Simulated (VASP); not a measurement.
# SiC (Moissanite 3C): exact exchange and RPA correlation, part 3 of 7

How do cheaper functionals compare with the RPA for SiC (Moissanite 3C), and at what cost? The scan starts from a database cell, scaled to the smallest volume of the series. The cell is of the zinc-blende type, one of the forms listed for this formula. The start is a cell from a database of measured crystal structures.

VASP 6.6.1, plane waves and PAW; the level of theory is named at each step.

So far. Step 7 (Orbitals for comparison: HSE06, volume ratio 0.94): The run ends at a pressure of 19.16 GPa. Step 8 (Comparison: HSE06, volume ratio 0.94): Its energy is -8.6944 eV an atom, on a zero of its own.

### 9. Orbitals, volume ratio 0.97

This step: PBE; plane waves and PAW (Si_GW, C_GW) (VASP 6.6.1).

The same chain follows at a volume ratio of 0.97.

Input file INCAR:

```
SYSTEM = SiC
PREC = Accurate
ENCUT = 560
EDIFF = 1E-08
NELM = 100
ISMEAR = 0
SIGMA = 0.05
LREAL = .FALSE.
ALGO = Normal
GGA = PE
NBANDS = 10
LORBIT = 11
LWAVE = .TRUE.
LCHARG = .FALSE.
KPAR = 8
```

Input file POSCAR:

```
SiC
1.0
    0.0000000000      2.1569883941      2.1569883941
    2.1569883941      0.0000000000      2.1569883941
    2.1569883941      2.1569883941      0.0000000000
Si C
1 1
Direct
    0.0000000000      0.0000000000      0.0000000000
    0.7500000000      0.7500000000      0.7500000000
```

Input file KPOINTS:

```
Automatic mesh
0
Gamma
6 6 6
0 0 0
```

Potentials, in the order of the species: Si_GW and C_GW (PBE family, release 64).

Run with:

```
$ mpirun -np 8 vasp_std
```

The program printed:

```text
[... set-up lines as in an earlier step ...]
 entering main loop
       N       E                     dE             d eps       ncg     rms          rms(c)
DAV:   1     0.810009837222E+01    0.81001E+01   -0.47831E+03   370   0.830E+02
DAV:   2    -0.163362049883E+02   -0.24436E+02   -0.21908E+02   496   0.157E+02
DAV:   3    -0.169840342941E+02   -0.64783E+00   -0.64686E+00   404   0.190E+01
DAV:   4    -0.169915932447E+02   -0.75590E-02   -0.75547E-02   462   0.265E+00
[...]
DAV:  11    -0.150216695797E+02   -0.85463E-06   -0.24918E-05   420   0.398E-02    0.328E-03
DAV:  12    -0.150216699906E+02   -0.41096E-06   -0.10202E-06   442   0.109E-02    0.503E-04
DAV:  13    -0.150216699854E+02    0.52790E-08   -0.31289E-08   406   0.148E-03
   1 F= -.15021670E+02 E0= -.15021670E+02  d E =-.667906E-15
 writing wavefunctions
```

It took 1.8 s on 8 MPI ranks of Intel Xeon Platinum 8124M at 3.00GHz (Skylake/Cascade Lake), shared host; peak memory 1.1 GiB; 10 s of CPU time.

Parts of OUTCAR (step 9):

```text
  Total        1.3386009      1.3386009      1.3386009      0.0000000      0.0000000      0.0000000
  in kB      106.8533864    106.8533864    106.8533864      0.0000000      0.0000000      0.0000000
  external PRESSURE =     106.8533864 kB  Pullay stress =       0.0000000 kB

 POSITION                                       TOTAL-FORCE (eV/Angst)
 -----------------------------------------------------------------------------------
      0.00000      0.00000      0.00000         0.000000     -0.000000      0.000000
      3.23548      3.23548      3.23548        -0.000000      0.000000     -0.000000
 -----------------------------------------------------------------------------------
    total drift:                                0.000000      0.000000     -0.000000

  FREE ENERGIE OF THE ION-ELECTRON SYSTEM (eV)
  ---------------------------------------------------
  free  energy   TOTEN  =       -15.0216699854 eV

  energy  without entropy=      -15.0216699854  energy(sigma->0) =      -15.02166999

[... 1 part as in an earlier step ...]

[... 2 further parts left out ...]
[key lines of the parts left out:]
E-fermi :   8.3709
```

The run ends at a pressure of 10.69 GPa.

### 10. Exact exchange, volume ratio 0.97

This step: Hartree-Fock energy on PBE orbitals; plane waves and PAW (Si_GW, C_GW) (VASP 6.6.1).

Exact exchange at this point.

Input file INCAR:

```
SYSTEM = SiC
PREC = Accurate
ENCUT = 560
ISMEAR = 0
SIGMA = 0.05
LREAL = .FALSE.
GGA = PE
NBANDS = 10
ALGO = Eigenval
NELM = 1
LHFCALC = .TRUE.
AEXX = 1
ALDAC = 0
AGGAC = 0
PRECFOCK = Normal
LWAVE = .FALSE.
LCHARG = .FALSE.
```

POSCAR is that of step 9.

KPOINTS is that of step 9.

The WAVECAR or CHGCAR of an earlier step is read.

Run with:

```
$ mpirun -np 8 vasp_std
```

The program printed:

```text
[banner, memory and clock lines left out]
running    8 mpi-ranks, on    1 nodes
[...]
[... a notice as in an earlier step ...]

 LDA part: xc-table for (Slater+PW92), standard interpolation
 [... a notice as in an earlier step ...]

 found WAVECAR, reading the header
  number of bands has changed, file:    10 present:    16
  trying to continue reading WAVECAR, but it might fail
 POSCAR, INCAR and KPOINTS ok, starting setup
[...]
reading WAVECAR
 random initialization beyond band           10
 the WAVECAR file was read successfully
 initial charge from wavefunction
 entering main loop
       N       E                     dE             d eps       ncg     rms          rms(c)
EIG:   1    -0.251288723787E+02   -0.25129E+02    0.00000E+00     0   0.000E+00
   1 F= -.25128872E+02 E0= -.25128872E+02  d E =-.140256E-11
```

It took 19 s on 8 MPI ranks; peak memory 0.92 GiB; 2.5 min of CPU time.

From OUTCAR (step 10):

```text
 POSITION                                       TOTAL-FORCE (eV/Angst)
 -----------------------------------------------------------------------------------
      0.00000      0.00000      0.00000         0.000000      0.000000      0.000000
      3.23548      3.23548      3.23548        -0.000000     -0.000000     -0.000000
 -----------------------------------------------------------------------------------
    total drift:                                0.000000      0.000000      0.000000

  FREE ENERGIE OF THE ION-ELECTRON SYSTEM (eV)
  ---------------------------------------------------
  free  energy   TOTEN  =       -25.1288723787 eV

  energy  without entropy=      -25.1288723787  energy(sigma->0) =      -25.12887238

[... 2 parts as in an earlier step ...]

[... 1 further part left out ...]
[key lines of the parts left out:]
E-fermi :   8.3311
```

The Hartree-Fock energy on these orbitals is -12.5644 eV an atom.

### 11. Empty bands, volume ratio 0.97

This step: PBE; plane waves and PAW (Si_GW, C_GW) (VASP 6.6.1).

The empty bands are made again, for the run that follows.

Input file INCAR:

```
SYSTEM = SiC
PREC = Accurate
ENCUT = 560
ISMEAR = 0
SIGMA = 0.05
LREAL = .FALSE.
GGA = PE
NBANDS = 616
ALGO = Exact
NELM = 1
LWAVE = .TRUE.
LCHARG = .FALSE.
LOPTICS = .TRUE.
NEDOS = 1000
CSHIFT = 0.1
```

POSCAR is that of step 10.

KPOINTS is that of step 10.

Run with:

```
$ mpirun -np 8 vasp_std
```

The program printed:

```text
[banner, memory and clock lines left out]
running    8 mpi-ranks, on    1 nodes
[...]
[... a notice as in an earlier step ...]

 LDA part: xc-table for (Slater+PW92), standard interpolation
 found WAVECAR, reading the header
  number of bands has changed, file:    10 present:   616
  trying to continue reading WAVECAR, but it might fail
 POSCAR, INCAR and KPOINTS ok, starting setup
[...]
reading WAVECAR
 random initialization beyond band           10
 the WAVECAR file was read successfully
 initial charge from wavefunction
 entering main loop
       N       E                     dE             d eps       ncg     rms          rms(c)
DIA:   1    -0.150216699891E+02   -0.15022E+02    0.00000E+00     0   0.000E+00
   1 F= -.15021670E+02 E0= -.15021670E+02  d E =-.186917E-15
 writing wavefunctions
 optical routines
 imaginary and real dielectric function
 recalculating local potential from charge density
 direction            1
 direction            2
 direction            3
```

It took 4.2 s on 8 MPI ranks; peak memory 1.1 GiB; 30 s of CPU time.

From OUTCAR (step 11):

```text
  Total        1.3383897      1.3383897      1.3383897      0.0000000     -0.0000000      0.0000000
  in kB      106.8365226    106.8365226    106.8365226      0.0000000     -0.0000000      0.0000000
  external PRESSURE =     106.8365226 kB  Pullay stress =       0.0000000 kB

 POSITION                                       TOTAL-FORCE (eV/Angst)
 -----------------------------------------------------------------------------------
      0.00000      0.00000      0.00000         0.000000      0.000000      0.000000
      3.23548      3.23548      3.23548        -0.000000     -0.000000     -0.000000
 -----------------------------------------------------------------------------------
    total drift:                                0.000000      0.000000     -0.000000

  FREE ENERGIE OF THE ION-ELECTRON SYSTEM (eV)
  ---------------------------------------------------
  free  energy   TOTEN  =       -15.0216699891 eV

  energy  without entropy=      -15.0216699891  energy(sigma->0) =      -15.02166999

[... 1 part as in an earlier step ...]

[... 2 further parts left out ...]
[key lines of the parts left out:]
E-fermi :   8.3770
```

WAVECAR now holds 616 bands for 8 electrons.

### 12. RPA correlation, volume ratio 0.97

This step: RPA correlation on PBE orbitals; plane waves and PAW (Si_GW, C_GW) (VASP 6.6.1).

RPA correlation at this point.

Input file INCAR:

```
SYSTEM = SiC
PREC = Accurate
ENCUT = 560
ISMEAR = 0
SIGMA = 0.05
LREAL = .FALSE.
GGA = PE
NBANDS = 616
ALGO = ACFDT
ENCUTGW = 200
NOMEGA = 12
PRECFOCK = Fast
LWAVE = .FALSE.
LCHARG = .FALSE.
```

POSCAR is that of step 11.

KPOINTS is that of step 11.

Run with:

```
$ mpirun -np 8 vasp_std
```

The program printed:

```text
[banner, memory and clock lines left out]
running    8 mpi-ranks, on    1 nodes
[...]
[... a notice as in an earlier step ...]

 LDA part: xc-table for (Slater+PW92), standard interpolation
 found WAVECAR, reading the header
 POSCAR, INCAR and KPOINTS ok, starting setup
[...]
reading WAVECAR
 the WAVECAR file was read successfully
 initial charge from wavefunction
 available memory per node:     13.29 GB, setting MAXMEM to     13612

 The Fermi energy was updated, please check that it is located mid-gap
 values below the HOMO (VB) or above the LUMO (CB) will cause erroneous energies
 E-fermi :   8.7726

 the WAVEDER file was read successfully
 set NWRITE>2 for more details about minimax calculation
 number of imaginary grid points requested:      12
 number of distinct grids requested:  1
 quadrature errors minimized for energies in [ 0.132E+01, 0.559E+03 ]
 bosonic grid (T=0, re) determined with error: 0.1325E-06
 bosonic grid (re): 0.1325E-06
[...]
NQ=  10    0.3333    0.3333    0.0000,
|.........|.........|.........|.........
 performed      63450000 updates of chi_q(r,r)
 total number of BLAS operations       8764.67 Gflops
NQ=  11    0.5000    0.3333    0.0000,
|.........|.........|.........|.........
 performed      69795000 updates of chi_q(r,r)
 total number of BLAS operations       9545.18 Gflops
NQ=  12   -0.3333    0.3333    0.0000,
|.........|.........|.........|.........
 performed      76140000 updates of chi_q(r,r)
 total number of BLAS operations      10300.72 Gflops
NQ=  13    0.5000    0.5000    0.0000,
|.........|.........|.........|.........
 performed      82485000 updates of chi_q(r,r)
 total number of BLAS operations      10983.77 Gflops
NQ=  14    0.5000    0.3333    0.1667,
|.........|.........|.........|.........
 performed      88830000 updates of chi_q(r,r)
 total number of BLAS operations      11841.65 Gflops
NQ=  15   -0.3333    0.3333    0.1667,
|.........|.........|.........|.........
 performed      95175000 updates of chi_q(r,r)
 total number of BLAS operations      12597.18 Gflops
NQ=  16   -0.3333    0.5000    0.1667,
|.........|.........|.........|.........
 performed     101520000 updates of chi_q(r,r)
 total number of BLAS operations      13377.70 Gflops
 entering main loop
```

It took 85 s on 8 MPI ranks; peak memory 2.7 GiB; 11 min of CPU time.

OUTCAR, selected parts (step 12):

```text
      cutoff energy     smooth cutoff   RPA   correlation   Hartree contr. to MP2
---------------------------------------------------------------------------------
            200.000           160.000      -12.2249060302      -19.3793542443
            190.476           152.381      -12.1596356067      -19.3082707041
            181.406           145.125      -12.0900247118      -19.2319111932
            172.768           138.214      -12.0149434658      -19.1488951081
            164.541           131.632      -11.9353871673      -19.0601710396
            156.705           125.364      -11.8499311568      -18.9639766561
            149.243           119.394      -11.7593057550      -18.8610425937
            142.136           113.709      -11.6631028265      -18.7507261390
  linear regression

[... 2 parts as in an earlier step ...]

[... 2 further parts left out ...]
[key lines of the parts left out:]
E-fermi :   8.7726
```

Extrapolated by the program to an infinite response cutoff, the correlation energy is -6.5316 eV an atom, -4 meV against the point before. With exact exchange the total is -19.0961 eV an atom.

### 13. Comparison: r2SCAN, volume ratio 0.97

This step: r2SCAN; plane waves and PAW (Si_GW, C_GW) (VASP 6.6.1).

The comparison at this point.

Input file INCAR:

```
SYSTEM = SiC
PREC = Accurate
ENCUT = 560
EDIFF = 1E-06
NELM = 100
ISMEAR = 0
SIGMA = 0.05
LREAL = .FALSE.
ALGO = Normal
METAGGA = R2SCAN
LASPH = .TRUE.
NBANDS = 10
LWAVE = .FALSE.
LCHARG = .FALSE.
KPAR = 8
```

POSCAR is that of step 12.

KPOINTS is that of step 12.

Run with:

```
$ mpirun -np 8 vasp_std
```

The program printed:

```text
[banner, memory and clock lines left out]
running    8 mpi-ranks, on    1 nodes
[...]
[... a notice as in an earlier step ...]

 [... a notice as in an earlier step ...]

 LDA part: xc-table for (None), standard interpolation
 POSCAR, INCAR and KPOINTS ok, starting setup
[...]
entering main loop
       N       E                     dE             d eps       ncg     rms          rms(c)
DAV:   1     0.275204587638E+01    0.27520E+01   -0.49515E+03   370   0.859E+02
DAV:   2    -0.222567751838E+02   -0.25009E+02   -0.22425E+02   496   0.162E+02
DAV:   3    -0.229157626703E+02   -0.65899E+00   -0.65798E+00   404   0.194E+01
DAV:   4    -0.229233327996E+02   -0.75701E-02   -0.75656E-02   454   0.271E+00
[...]
DAV:   9    -0.193165427538E+02   -0.41076E-04   -0.77046E-04   424   0.256E-01    0.404E-02
DAV:  10    -0.193165760351E+02   -0.33281E-04   -0.72897E-05   404   0.952E-02    0.590E-03
DAV:  11    -0.193165760056E+02    0.29580E-07   -0.27497E-06   446   0.143E-02
   1 F= -.19316576E+02 E0= -.19316576E+02  d E =-.154047E-10
```

It took 5.2 s on 8 MPI ranks; peak memory 1.1 GiB.

From OUTCAR (step 13):

```text
  Total        0.8507267      0.8507267      0.8507267     -0.0000000      0.0000000      0.0000000
  in kB       67.9089800     67.9089800     67.9089800     -0.0000000      0.0000000      0.0000000
  external PRESSURE =      67.9089800 kB  Pullay stress =       0.0000000 kB

 POSITION                                       TOTAL-FORCE (eV/Angst)
 -----------------------------------------------------------------------------------
      0.00000      0.00000      0.00000        -0.000000      0.000000     -0.000000
      3.23548      3.23548      3.23548         0.000000     -0.000000      0.000000
 -----------------------------------------------------------------------------------
    total drift:                                0.000001      0.000001      0.000001

  FREE ENERGIE OF THE ION-ELECTRON SYSTEM (eV)
  ---------------------------------------------------
  free  energy   TOTEN  =       -19.3165760056 eV

  energy  without entropy=      -19.3165760055  energy(sigma->0) =      -19.31657601

[... 2 parts as in an earlier step ...]

[... 1 further part left out ...]
[key lines of the parts left out:]
E-fermi :   8.1821
```

Its energy is -9.6583 eV an atom, on a zero of its own.

### 14. Orbitals for comparison: HSE06, volume ratio 0.97

This step: PBE; plane waves and PAW (Si_GW, C_GW) (VASP 6.6.1).

Starting orbitals, as before.

Input file INCAR:

```
SYSTEM = SiC
PREC = Accurate
ENCUT = 560
EDIFF = 1E-05
NELM = 100
ISMEAR = 0
SIGMA = 0.05
LREAL = .FALSE.
ALGO = Normal
GGA = PE
NBANDS = 10
LORBIT = 11
LWAVE = .TRUE.
LCHARG = .FALSE.
KPAR = 8
```

POSCAR is that of step 13.

KPOINTS is that of step 13.

Run with:

```
$ mpirun -np 8 vasp_std
```

The program printed:

```text
[... set-up lines as in an earlier step ...]
 entering main loop
       N       E                     dE             d eps       ncg     rms          rms(c)
[... 10 cycles as in an earlier step ...]
DAV:  11    -0.150216695699E+02   -0.84483E-06   -0.24820E-05   366   0.398E-02
   1 F= -.15021670E+02 E0= -.15021670E+02  d E =-.617697E-15
 writing wavefunctions
```

Elapsed: 1.6 s, on 8 MPI ranks; peak memory 1.1 GiB.

OUTCAR, selected parts (step 14):

```text
  Total        1.3414533      1.3414533      1.3414533     -0.0000000     -0.0000000     -0.0000000
  in kB      107.0810747    107.0810747    107.0810747     -0.0000000     -0.0000000     -0.0000000
  external PRESSURE =     107.0810747 kB  Pullay stress =       0.0000000 kB

 POSITION                                       TOTAL-FORCE (eV/Angst)
 -----------------------------------------------------------------------------------
      0.00000      0.00000      0.00000        -0.000000     -0.000000      0.000000
      3.23548      3.23548      3.23548         0.000000      0.000000     -0.000000
 -----------------------------------------------------------------------------------
    total drift:                                0.000000      0.000000      0.000000

  FREE ENERGIE OF THE ION-ELECTRON SYSTEM (eV)
  ---------------------------------------------------
  free  energy   TOTEN  =       -15.0216695699 eV

  energy  without entropy=      -15.0216695699  energy(sigma->0) =      -15.02166957

[... 2 parts as in an earlier step ...]

[... 1 further part left out ...]
[key lines of the parts left out:]
E-fermi :   8.3707
```

The run ends at a pressure of 10.71 GPa.

### 15. Comparison: HSE06, volume ratio 0.97

This step: HSE06; plane waves and PAW (Si_GW, C_GW) (VASP 6.6.1).

The comparison at this point.

Input file INCAR:

```
SYSTEM = SiC
PREC = Accurate
ENCUT = 560
EDIFF = 1E-06
NELM = 100
ISMEAR = 0
SIGMA = 0.05
LREAL = .FALSE.
ALGO = Normal
LHFCALC = .TRUE.
AEXX = 0.25
GGA = PE
HFSCREEN = 0.2
LASPH = .TRUE.
NBANDS = 10
PRECFOCK = Fast
LWAVE = .FALSE.
LCHARG = .FALSE.
KPAR = 8
```

POSCAR is that of step 14.

KPOINTS is that of step 14.

The run starts from files that an earlier step left in the folder.

Run with:

```
$ mpirun -np 8 vasp_std
```

The program printed:

```text
[... set-up lines as in an earlier step ...]
 entering main loop
       N       E                     dE             d eps       ncg     rms          rms(c)
DAV:   1    -0.174268034786E+02   -0.17427E+02   -0.29093E-01   414   0.611E+00    0.252E-01
DAV:   2    -0.174280991249E+02   -0.12956E-02   -0.36580E-03   364   0.467E-01    0.169E-01
DAV:   3    -0.174276576441E+02    0.44148E-03   -0.27315E-04   484   0.147E-01    0.102E-01
DAV:   4    -0.174275006989E+02    0.15695E-03   -0.68106E-05   450   0.845E-02    0.603E-02
DAV:   5    -0.174274503548E+02    0.50344E-04   -0.20666E-05   454   0.508E-02    0.355E-02
DAV:   6    -0.174274337384E+02    0.16616E-04   -0.61129E-06   470   0.300E-02    0.208E-02
DAV:   7    -0.174274282135E+02    0.55249E-05   -0.18052E-06   290   0.174E-02    0.123E-02
DAV:   8    -0.174274262908E+02    0.19227E-05   -0.64469E-07   188   0.988E-03    0.721E-03
DAV:   9    -0.174274257938E+02    0.49703E-06   -0.33085E-07   178   0.610E-03
   1 F= -.17427426E+02 E0= -.17427426E+02  d E =-.190452E-12
```

Run time: 23 s. Hardware: 8 MPI ranks; peak memory 1.8 GiB.

OUTCAR, selected parts (step 15):

```text
 POSITION                                       TOTAL-FORCE (eV/Angst)
 -----------------------------------------------------------------------------------
      0.00000      0.00000      0.00000         0.000000      0.000000      0.000000
      3.23548      3.23548      3.23548        -0.000000     -0.000000     -0.000000
 -----------------------------------------------------------------------------------
    total drift:                               -0.000001      0.000000     -0.000001

  FREE ENERGIE OF THE ION-ELECTRON SYSTEM (eV)
  ---------------------------------------------------
  free  energy   TOTEN  =       -17.4274257938 eV

  energy  without entropy=      -17.4274257938  energy(sigma->0) =      -17.42742579

[... 2 parts as in an earlier step ...]

[... 1 further part left out ...]
[key lines of the parts left out:]
E-fermi :   7.6979
```

Its energy is -8.7137 eV an atom, on a zero of its own.

[end of part 3 of 7]

[Lines on the potential files, build, host, timing and source positions are cut from VASP's logs without a mark.]

[Logs are printed without paths, hosts, clocks, repeated set-up lines and the standing remarks that a program may print on its own settings, such as how far it seeks lower states.]

[Hosts, paths, dates, database ids (printed as entryN), source tags and the programs' standing remarks are cut or masked in the printed files.]

[Pressures printed for these runs are not shown converged in the cutoff: they can be off by several GPa and have the wrong sign.]
